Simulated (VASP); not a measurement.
Here is the system:

```
CELL_PARAMETERS angstrom
      3.33874     0.00000     0.00000
      0.00000     3.33874     0.00000
      0.00000     0.00000     3.33874
ATOMIC_POSITIONS crystal
  Ag 0.00000 0.01498 0.00000
  As 0.50000 0.50000 0.50000
```

Method: r2SCAN meta-GGA, VASP's PBE PAW potentials (set 64) (plane waves; VASP). Run with 480 eV cut-off, 10×10×10 Γ-centred mesh, first-order Methfessel-Paxton smearing of 0.10 eV, potentials Ag As.

Give the force on each atom (eV/Å).

```json
[
 {"atom": "Ag1", "Fx": "0.000", "Fy": "-0.056", "Fz": "0.000"},
 {"atom": "As2", "Fx": "0.000", "Fy": "0.056", "Fz": "0.000"}
]
```

Give the stress tensor in GPa (positive for a compressed cell).

```
0.34  0.00  0.00
0.00  0.27  0.00
0.00  0.00  0.34
```
The pressure is its mean diagonal, 0.32 GPa.

The structure was generated: AgAs was put into the CsCl type (Pm-3m), which need not be its known phase. This cell was strained or had an atom moved on purpose.
